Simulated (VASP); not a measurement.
Method: PBE GGA, VASP's PBE PAW potentials (set 64) (plane waves; VASP 6.6.1). Each cell was relaxed at this level, without spin-orbit coupling.

Problem. Which of these comes out without a gap?
A) Al2Cu, I4/mcm (140)
B) LiF, Fm-3m (225)
C) InP, F-43m (216)
D) AlN, P6_3mc (186)

Solution. A, Al2Cu, I4/mcm (140). The others have gaps of 8.91 eV (LiF, Fm-3m (225)), 4.05 eV (AlN, P6_3mc (186)), 0.45 eV (InP, F-43m (216)).
